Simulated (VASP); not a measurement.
Consider the following.

```
Ho
1.0
    1.78227    -3.08698     0.00000
    1.78227     3.08698     0.00000
    0.00000     0.00000     5.47667
Ho
2
Direct
  0.33333   0.66667   0.25000
  0.66667   0.33333   0.75000
```

Method: rev-vdW-DF2, VASP's PBE PAW potentials (set 64) (plane waves; VASP). Run with 520 eV cut-off, Gaussian smearing of 0.050 eV, potentials Ho_3.

The 4f electrons are frozen in the core of the lanthanide potential, so 4f levels, which can set the real gap, and their magnetism are missing.

Task: Give the energies of bands 7 to 12 at the high-symmetry points, in eV from the Fermi level.

Result: 
```json
[
 {"band": "7", "Γ": "-5.35", "M": "-2.02", "K": "-0.94", "A": "-3.65", "L": "-2.00", "H": "-0.61"},
 {"band": "8", "Γ": "-2.24", "M": "-1.46", "K": "-0.79", "A": "-3.65", "L": "-2.00", "H": "-0.61"},
 {"band": "9", "Γ": "1.46", "M": "-0.95", "K": "-0.79", "A": "1.13", "L": "0.09", "H": "-0.42"},
 {"band": "10", "Γ": "1.85", "M": "0.00", "K": "-0.45", "A": "1.13", "L": "0.09", "H": "-0.42"},
 {"band": "11", "Γ": "1.85", "M": "1.47", "K": "1.26", "A": "1.73", "L": "1.71", "H": "0.59"},
 {"band": "12", "Γ": "2.44", "M": "1.74", "K": "1.26", "A": "1.73", "L": "1.71", "H": "0.59"}
]
```

It has no gap at this level: it comes out as a metal or semimetal.

The compound is Ho in the hcp structure. It was relaxed first.
